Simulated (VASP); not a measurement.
Method: LDA (Ceperley-Alder, Perdew-Zunger), VASP's LDA PAW potentials (set 64) (plane waves; VASP 6.6.1).

A VASP calculation is set up with these files.

File POSCAR:
```
SrTiO3
1
    3.8624519866     0.0000000000     0.0000000000
   -0.0000000000     3.8624519866    -0.0000000000
    0.0000000000     0.0000000000     3.8624519866
Sr Ti O
1 1 3
Direct
  0.0000000000   0.0000000000   0.0000000000
  0.5000000000   0.5000000000   0.5000000000
  0.5000000000   0.0000000000   0.5000000000
  0.0000000000   0.5000000000   0.5000000000
  0.5000000000   0.5000000000   0.0000000000
```

### INCAR
```
# general
SYSTEM  = SrTiO3
PREC    = Accurate
ENCUT   = 520
LREAL   = F
LASPH   = T   # aspherical one-centre terms

# electronic loop
EDIFF   = 1E-6   # SCF stop (eV)
NELM    = 100
ALGO    = Normal
LMAXMIX = 4   # l cut-off of mixed one-centre charges

# smearing
ISMEAR  = 0
SIGMA   = 0.05   # width (eV)

# ions
IBRION  = 2
NSW     = 60
ISIF    = 3
EDIFFG  = -0.02

# output
LWAVE   = F
LCHARG  = F
```

KPOINTS:
```
Automatic mesh
0
Gamma
5 5 5
0 0 0
```

POTCAR, in this order: Sr_sv Ti_sv O (LDA.64 set). Program: vasp_std.

Q: What does the run give for the energy per atom (σ→0)?

A: 
```
Property                        Value
---------------------  --------------
energy per atom (σ→0)  -8.835 eV/atom
```

**OSZICAR**
```
...
DAV:   9    -0.441771785486E+02    0.98814E-01   -0.48172E-01   584   0.752E+00    0.836E-01
DAV:  10    -0.441802237964E+02   -0.30452E-02   -0.11589E-01   688   0.249E+00    0.697E-01
DAV:  11    -0.441746361673E+02    0.55876E-02   -0.57566E-02   712   0.190E+00    0.217E-01
DAV:  12    -0.441741652404E+02    0.47093E-03   -0.37142E-03   600   0.730E-01    0.562E-02
DAV:  13    -0.441741836357E+02   -0.18395E-04   -0.24536E-04   624   0.125E-01    0.406E-02
DAV:  14    -0.441741742651E+02    0.93706E-05   -0.66109E-05   744   0.559E-02    0.721E-03
DAV:  15    -0.441741743895E+02   -0.12434E-06   -0.32874E-06   488   0.131E-02
   1 F= -.44174174E+02 E0= -.44174174E+02  d E =-.441742E+02
```

The structure comes from a computed database's SrTiO3 entry (Pm-3m); how it stands against other phases isn't given here. It was relaxed first. The start is the result of an earlier pass.
